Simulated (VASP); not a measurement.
# HfZr2Se4 (C2/m) in VASP: further runs

One crystal, HfZr2Se4, is run at these levels: PBE; tasks: equation of state.

All numbers are computed with VASP 6.6.1; they aren't measurements. Logs are shortened: lines on timing, memory, paths and dates and some standing lists are left out, and cuts for length are marked.

### Step 1. The structure

It takes space group C2/m (No. 12, monoclinic). Conventional cell: a = 14.440 Å, b = 3.656 Å, c = 6.751 Å, α = 90.00°, β = 117.07°, γ = 90.00°. Zr (site symmetry m) has 6 Se at 2.70 to 2.94 Å as nearest neighbours. Hf (site symmetry 2/m) is surrounded by 6 Se at 2.65 to 2.73 Å. Se (site symmetry m) is surrounded by 2 Hf at 2.73 Å and 3 Zr at 2.83 to 2.94 Å. Se (site symmetry m) is surrounded by 1 Hf at 2.65 Å and 3 Zr at 2.70 to 2.71 Å.

The cell was built by a generator and needn't be a form met in nature.

### Step 2. Equation of state, PBE, 22.67 Å³/atom

File INCAR:

```
SYSTEM = HfZr2Se4
ALGO = Normal
EDIFF = 1E-6
EDIFFG = -0.02
ENCUT = 520
GGA = PE
IBRION = 2
ISIF = 4
ISMEAR = 0
KPAR = 8
LASPH = .True.
LCHARG = .False.
LREAL = .False.
LWAVE = .False.
NELM = 100
NSW = 30
PREC = Accurate
SIGMA = 0.1
```

File KPOINTS:

```
k-points
0
Gamma
  8 8 6
  0 0 0
```

File POSCAR:

```
HfZr2Se4
1.0
    7.2198590000     -1.8280900000      0.0000000000
    7.2198590000      1.8280900000      0.0000000000
   -3.0718130000      0.0000000000      6.0116810000
Zr Hf Se
2 1 4
Direct
    0.2541610000      0.2541610000      0.3029270000
    0.7458390000      0.7458390000      0.6970730000
    0.0000000000      0.0000000000      0.0000000000
    0.3673620000      0.3673620000      0.0350030000
    0.6326380000      0.6326380000      0.9649970000
    0.1048450000      0.1048450000      0.4407800000
    0.8951550000      0.8951550000      0.5592200000
```

Potentials or basis: VASP PAW PBE potentials, release 64 (Zr_sv, Hf_pv, Se).

On the command line:

```sh
cat potpaw_PBE.64/Zr_sv/POTCAR potpaw_PBE.64/Hf_pv/POTCAR potpaw_PBE.64/Se/POTCAR > POTCAR
mpirun -np 8 vasp_std > vasp.out
```

OUTCAR:

```text
SYSTEM = HfZr2Se4
   EDIFF = 1E-6
   EDIFFG = -0.02
   ENCUT = 520
   GGA = PE
   IBRION = 2
   ISIF = 4
   ISMEAR = 0
   LASPH = .True.
   LREAL = .False.
   NELM = 100
   NSW = 30
   PREC = Accurate

 ion  position               nearest neighbor table
   1  0.254  0.254  0.303-   7 2.70   7 2.70   6 2.71   5 2.83   5 2.83   4 2.94   2 3.28   2 3.28
                             3 3.29
   2  0.746  0.746  0.697-   6 2.70   6 2.70   7 2.71   4 2.83   4 2.83   5 2.94   1 3.28   1 3.28
                             3 3.29
   3  0.000  0.000  0.000-   6 2.65   7 2.65   5 2.73   5 2.73   4 2.73   4 2.73   1 3.29   2 3.29

   4  0.367  0.367  0.035-   3 2.73   3 2.73   2 2.83   2 2.83   1 2.94
   5  0.633  0.633  0.965-   3 2.73   3 2.73   1 2.83   1 2.83   2 2.94
   6  0.105  0.105  0.441-   3 2.65   2 2.70   2 2.70   1 2.71
   7  0.895  0.895  0.559-   3 2.65   1 2.70   1 2.70   2 2.71

  LATTYP: Found a base centered monoclinic cell.
 ALAT       =    14.4397180000
 B/A-ratio  =     0.2532030058
 C/A-ratio  =     0.4675316630
 COS(beta)  =    -0.4550142877

  Lattice vectors:

 A1 = (   7.2198590000,  -1.8280900000,   0.0000000000)
 A2 = (   7.2198590000,   1.8280900000,   0.0000000000)
 A3 = (  -3.0718130000,   0.0000000000,   6.0116810000)

Analysis of symmetry for initial positions (statically):
=====================================================================
 Subroutine PRICEL returns:
 Original cell was already a primitive cell.

 Routine SETGRP: Setting up the symmetry group for a
 base centered monoclinic supercell.

 Subroutine GETGRP returns: Found  4 space group operations
 (whereof  4 operations were pure point group operations)
 out of a pool of  4 trial point group operations.

The static configuration has the point symmetry C_2h.

Analysis of symmetry for dynamics (positions and initial velocities):
=====================================================================
 Subroutine PRICEL returns:
 Original cell was already a primitive cell.

 Routine SETGRP: Setting up the symmetry group for a
 base centered monoclinic supercell.

 Subroutine GETGRP returns: Found  4 space group operations
 (whereof  4 operations were pure point group operations)
 out of a pool of  4 trial point group operations.

The dynamic configuration has the point symmetry C_2h.

 Subroutine INISYM returns: Found  4 space group operations
 (whereof  4 operations are pure point group operations),
 and found     1 'primitive' translations

----------------------------------------------------------------------------------------

                                     Primitive cell

  volume of cell :     158.6910

  direct lattice vectors                    reciprocal lattice vectors
     7.219859000 -1.828090000  0.000000000     0.069253430 -0.273509510  0.035386706
     7.219859000  1.828090000  0.000000000     0.069253430  0.273509510  0.035386706
    -3.071813000  0.000000000  6.011681000     0.000000000  0.000000000  0.166342825

  length of vectors
     7.447702802  7.447702802  6.751025370     0.284351382  0.284351382  0.166342825

  position of ions in fractional coordinates (direct lattice)
     0.254161000  0.254161000  0.302927000
     0.745839000  0.745839000  0.697073000
     0.000000000  0.000000000  0.000000000
     0.367362000  0.367362000  0.035003000
     0.632638000  0.632638000  0.964997000
     0.104845000  0.104845000  0.440780000
     0.895155000  0.895155000  0.559220000

  ion indices of the primitive-cell ions
   primitive index   ion index
                 1           1
                 2           2
                 3           3
                 4           4
                 5           5
                 6           6
                 7           7

----------------------------------------------------------------------------------------

 KPOINTS: k-points

Automatic generation of k-mesh.
 Grid dimensions read from file:
 generate k-points for:    8    8    6

 Generating k-lattice:

  Cartesian coordinates                     Fractional coordinates (reciprocal lattice)
     0.008656679 -0.034188689  0.004423338     0.125000000  0.000000000 -0.000000000
     0.008656679  0.034188689  0.004423338     0.000000000  0.125000000 -0.000000000
     0.000000000  0.000000000  0.027723804     0.000000000  0.000000000  0.166666667

  Length of vectors
     0.035543923  0.035543923  0.027723804

  Shift w.r.t. Gamma in fractional coordinates (k-lattice)
     0.000000000  0.000000000  0.000000000

 Subroutine IBZKPT returns following result:
 ===========================================

 Found    114 irreducible k-points:

 Following reciprocal coordinates:
            Coordinates               Weight
  0.000000  0.000000  0.000000      1.000000
  0.125000  0.000000 -0.000000      4.000000
  0.250000  0.000000 -0.000000      4.000000
  0.375000  0.000000 -0.000000      4.000000
  0.500000  0.000000 -0.000000      2.000000
  0.125000  0.125000 -0.000000      2.000000
[... 16 lines left out ...]
  0.125000  0.000000  0.166667      4.000000
  0.250000  0.000000  0.166667      4.000000
 [... further k-points ...]
   k-points           NKPTS =    114   k-points in BZ     NKDIM =    114   number of bands    NBANDS=     34
   number of dos      NEDOS =    301   number of ions     NIONS =      7
   total plane-waves  NPLWV = 156800
   dimension x,y,z NGX =    56 NGY =   56 NGZ =   50
   dimension x,y,z NGXF=   112 NGYF=  112 NGZF=  100
   ions per type =               2   1   4
   NGX,Y,Z   is equivalent  to a cutoff of  12.50, 12.50, 12.31 a.u.
   NGXF,Y,Z  is equivalent  to a cutoff of  25.00, 25.00, 24.63 a.u.
 SYSTEM =  HfZr2Se4
   PREC   = accura    normal or accurate (medium, high low for compatibility)
   ISTART =      0    job   : 0-new  1-cont  2-samecut
   ICHARG =      2    charge: 1-file 2-atom 10-const
   ISPIN  =      1    spin polarized calculation?
   LNONCOLLINEAR =      F non collinear calculations
   LSORBIT =      F    spin-orbit coupling
   LASPH  =      T    aspherical Exc in radial PAW
   ENCUT  =  520.0 eV  38.22 Ry    6.18 a.u.  13.85 13.85 12.55*2*pi/ulx,y,z
   NELM   =    100;   NELMIN=  2; NELMDL= -5     # of ELM steps
   EDIFF  = 0.1E-05   stopping-criterion for ELM
   LREAL  =      F    real-space projection
   EDIFFG = -.2E-01   stopping-criterion for IOM
   NSW    =     30    number of steps for IOM
   IBRION =      2    ionic relax: 0-MD 1-quasi-New 2-CG
   NFREE  =      1    steps in history (QN), initial steepest desc. (CG)
   ISIF   =      4    stress and relaxation
   ISYM   =      2    0-nonsym 1-usesym 2-fastsym
   POTIM  = 0.5000    time-step for ionic-motion
   TEBEG  =    0.0;   TEEND  =   0.0 temperature during run
   PSTRESS=    0.0 pullay stress
   NELECT =      58.0000    total number of electrons
   NUPDOWN=      -1.0000    fix difference up-down
   EMIN   =  10.00;   EMAX   =-10.00  energy-range for DOS
   EFERMI =   0.00;   METHOD = LEGACY
   ISMEAR =     0;   SIGMA  =   0.10  broadening in eV -4-tet -1-fermi 0-gaus
   EFERMI_NEDOS =   21; number of points for ismear=-14 and -15
   IALGO  =     38    algorithm
   IMIX   =      4    mixing-type and parameters
     AMIX     =   0.40;   BMIX     =  1.00
     AMIX_MAG =   1.60;   BMIX_MAG =  1.00
  volume/ion in A,a.u.               =      22.67       152.99
  Fermi-wavevector in a.u.,A,eV,Ry     =   1.170487  2.211901 18.640537  1.370041
  Thomas-Fermi vector in A             =   2.306945
   LORBIT       =      0    0 simple, 1 ext, 2 COOP (PROOUT), +10 PAW based schemes
   GGA     = PE    functional components
   LHFCALC =     F    Hartree Fock is set to
   AEXX    =    0.0000 exact exchange contribution
   IVDW    =     0    specifies the selected vdW correction
   LEPSILON=     F    determine dielectric tensor
   LRPA    =     F    only Hartree local field effects (RPA)
 conjugate gradient relaxation of ions
 non-spin polarized calculation
 Gauss-broadening in eV      SIGMA  =   0.10
  energy-cutoff  :      520.00
  volume of cell :      158.69
 maximum number of plane-waves:      4293
   NGX = 27   NGY = 27   NGZ = 25

 number of electron      58.0000000 magnetization

 Free energy of the ion-electron system (eV)
  ---------------------------------------------------
  ext. energy  EPLUGINS =         0.00000000
  ---------------------------------------------------
  free energy    TOTEN  =       -50.06197533 eV

  energy without entropy =      -50.04795714  energy(sigma->0) =      -50.05496623

 E-fermi :   6.4235     XC(G=0): -10.2871

 val. band max:        6.4230142937   @ k =   0.3750   0.2500  -0.0000
 cond. band min:       6.4252997415   @ k =   0.2500   0.0000   0.1667
 fundamental gap:      0.0022854477
 Fermi energy:         6.4234876547

 k-point     1 :       0.0000    0.0000    0.0000
  band No.  band energies     occupation
      1     -42.9696      2.00000
      2     -42.9318      2.00000
      3     -25.5517      2.00000
      4     -25.5287      2.00000
      5     -25.3690      2.00000
      6     -21.1982      2.00000
[... 26 lines left out ...]
     33       7.1861      0.00000
     34       8.2233      0.00000

 k-point     2 :       0.1250    0.0000   -0.0000
  band No.  band energies     occupation
      1     -42.9667      2.00000
      2     -42.9318      2.00000
      3     -25.5502      2.00000
      4     -25.5452      2.00000
      5     -25.3662      2.00000
      6     -21.1909      2.00000
[... 26 lines left out ...]
     33       7.4362      0.00000
     34       8.3212      0.00000
[... 775 lines left out ...]
     33       7.4894      0.00000
     34       7.9426      0.00000

 k-point    24 :       0.2500    0.0000    0.1667
  band No.  band energies     occupation
      1     -42.9591      2.00000
      2     -42.9325      2.00000
      3     -25.5848      2.00000
      4     -25.5464      2.00000
      5     -25.3593      2.00000
      6     -21.1812      2.00000
[... 26 lines left out ...]
     33       7.6985      0.00000
     34       8.1941      0.00000

 [... further k-points ...]

------------------------ aborting loop because EDIFF is reached ----------------------------------------

  FORCE on cell =-STRESS in cart. coord.  units (eV):
  Direction    XX          YY          ZZ          XY          YZ          ZX
  --------------------------------------------------------------------------------------
  -------------------------------------------------------------------------------------
  Total       -0.0713235     -0.0705795     -0.0777033      0.0000000      0.0000000     -0.0221768
  in kB       -0.7200974     -0.7125854     -0.7845087      0.0000000      0.0000000     -0.2239019
  external PRESSURE =      -0.7390638 kB  Pullay stress =       0.0000000 kB

 VOLUME and BASIS-vectors are now :
 -----------------------------------------------------------------------------
  energy-cutoff  :      520.00
  volume of cell :      158.69
      direct lattice vectors                 reciprocal lattice vectors
     7.219859000 -1.828090000  0.000000000     0.069253430 -0.273509510  0.035386706
     7.219859000  1.828090000  0.000000000     0.069253430  0.273509510  0.035386706
    -3.071813000  0.000000000  6.011681000     0.000000000  0.000000000  0.166342825

 POSITION                                       TOTAL-FORCE (eV/Angst)
 -----------------------------------------------------------------------------------
      2.73948      0.00000      1.82110         0.002212      0.000000      0.003710
      8.62843      0.00000      4.19058        -0.002212      0.000000     -0.003710
      0.00000      0.00000      0.00000         0.000000     -0.000000      0.000000
      5.19708      0.00000      0.21043        -0.001486      0.000000     -0.009011
      6.17082      0.00000      5.80125         0.001486      0.000000      0.009011
      0.15994      0.00000      2.64983        -0.004727      0.000000     -0.007000
     11.20797      0.00000      3.36185         0.004727      0.000000      0.007000
 -----------------------------------------------------------------------------------
    total drift:                                0.000000      0.000000     -0.000000

  FREE ENERGIE OF THE ION-ELECTRON SYSTEM (eV)
  ---------------------------------------------------
  free  energy   TOTEN  =       -50.0619753260 eV

  energy  without entropy=      -50.0479571368  energy(sigma->0) =      -50.05496623

 reached required accuracy - stopping structural energy minimisation
```

Run time: 3.1 min. Hardware: 8 MPI ranks of Intel Xeon Platinum 8488C (Sapphire Rapids), shared host; peak memory 0.81 GiB.

Results:

* Free energy: -50.0620 eV
* Pressure: -0.1 GPa
* Largest force: 0.009 eV/Å
* Band gap on the k mesh: none (metal or under the smearing width)

### Step 3. Equation of state, PBE, 21.99 Å³/atom (volume scaled by 0.97)

INCAR is that of step 2.

KPOINTS is that of step 2.

Edit POSCAR of step 2 so:

```diff
@@ -2,5 +2,5 @@
 1.0
-    7.2198590000     -1.8280900000      0.0000000000
-    7.2198590000      1.8280900000      0.0000000000
-   -3.0718130000      0.0000000000      6.0116810000
+    7.1469261449     -1.8096231819      0.0000000000
+    7.1469261449      1.8096231819      0.0000000000
+   -3.0407824643      0.0000000000      5.9509527975
 Zr Hf Se
```

Potentials or basis: VASP PAW PBE potentials, release 64 (Zr_sv, Hf_pv, Se).

On the command line:

```sh
cat potpaw_PBE.64/Zr_sv/POTCAR potpaw_PBE.64/Hf_pv/POTCAR potpaw_PBE.64/Se/POTCAR > POTCAR
mpirun -np 8 vasp_std > vasp.out
```

Wall time 9.3 min (8 MPI ranks of Intel Xeon Platinum 8488C (Sapphire Rapids), shared host); peak memory 0.85 GiB.

It converged, with:

```
Free energy            : -50.0285 eV
Pressure               : 2.3 GPa
Largest force          : 0.019 eV/Å
Band gap on the k mesh : none (metal or under the smearing width)
```

### Step 4. Equation of state, PBE, 23.35 Å³/atom (volume scaled by 1.03)

INCAR is that of step 3.

KPOINTS is that of step 3.

Edit POSCAR of step 3 so:

```diff
@@ -2,5 +2,5 @@
 1.0
-    7.1469261449     -1.8096231819      0.0000000000
-    7.1469261449      1.8096231819      0.0000000000
-   -3.0407824643      0.0000000000      5.9509527975
+    7.2913474017     -1.8461910782      0.0000000000
+    7.2913474017      1.8461910782      0.0000000000
+   -3.1022289682      0.0000000000      6.0712064653
 Zr Hf Se
```

On the command line:

```sh
cat potpaw_PBE.64/Zr_sv/POTCAR potpaw_PBE.64/Hf_pv/POTCAR potpaw_PBE.64/Se/POTCAR > POTCAR
mpirun -np 8 vasp_std > vasp.out
```

It took 9.4 min on 8 MPI ranks of Intel Xeon Platinum 8488C (Sapphire Rapids), shared host; peak memory 0.9 GiB.

Results (log left out):

```yaml
Free_energy: -50.0310 eV
Pressure: -2.0 GPa
Largest_force: 0.018 eV/Å
Band_gap_on_the_k_mesh: none (metal or under the smearing width)
```

### Step 5. Equation of state, PBE, 21.31 Å³/atom (volume scaled by 0.94)

INCAR is that of step 4.

KPOINTS is that of step 4.

Edit POSCAR of step 4 so:

```diff
@@ -2,5 +2,5 @@
 1.0
-    7.2913474017     -1.8461910782      0.0000000000
-    7.2913474017      1.8461910782      0.0000000000
-   -3.1022289682      0.0000000000      6.0712064653
+    7.0724735833     -1.7907715695      0.0000000000
+    7.0724735833      1.7907715695      0.0000000000
+   -3.0091053434      0.0000000000      5.8889591976
 Zr Hf Se
```

On the command line:

```sh
cat potpaw_PBE.64/Zr_sv/POTCAR potpaw_PBE.64/Hf_pv/POTCAR potpaw_PBE.64/Se/POTCAR > POTCAR
mpirun -np 8 vasp_std > vasp.out
```

It took 9.5 min on 8 MPI ranks of Intel Xeon Platinum 8488C (Sapphire Rapids), shared host; peak memory 0.8 GiB.

Results (log left out):

```
Free energy            : -49.9168 eV
Pressure               : 5.2 GPa
Largest force          : 0.018 eV/Å
Band gap on the k mesh : none (metal or under the smearing width)
```

### Step 6. Equation of state, PBE, 24.03 Å³/atom (volume scaled by 1.06)

INCAR is that of step 5.

KPOINTS is that of step 5.

Edit POSCAR of step 5 so:

```diff
@@ -2,5 +2,5 @@
 1.0
-    7.0724735833     -1.7907715695      0.0000000000
-    7.0724735833      1.7907715695      0.0000000000
-   -3.0091053434      0.0000000000      5.8889591976
+    7.3614608125     -1.8639440045      0.0000000000
+    7.3614608125      1.8639440045      0.0000000000
+   -3.1320599229      0.0000000000      6.1295870319
 Zr Hf Se
```

Potentials or basis: VASP PAW PBE potentials, release 64 (Zr_sv, Hf_pv, Se).

On the command line:

```sh
cat potpaw_PBE.64/Zr_sv/POTCAR potpaw_PBE.64/Hf_pv/POTCAR potpaw_PBE.64/Se/POTCAR > POTCAR
mpirun -np 8 vasp_std > vasp.out
```

Run time: 13 min. Hardware: 8 MPI ranks of Intel Xeon Platinum 8488C (Sapphire Rapids), shared host; peak memory 0.91 GiB.

It converged, with:

```yaml
Free_energy: -49.9495 eV
Pressure: -3.5 GPa
Largest_force: 0.014 eV/Å
Band_gap_on_the_k_mesh: none (metal or under the smearing width)
```
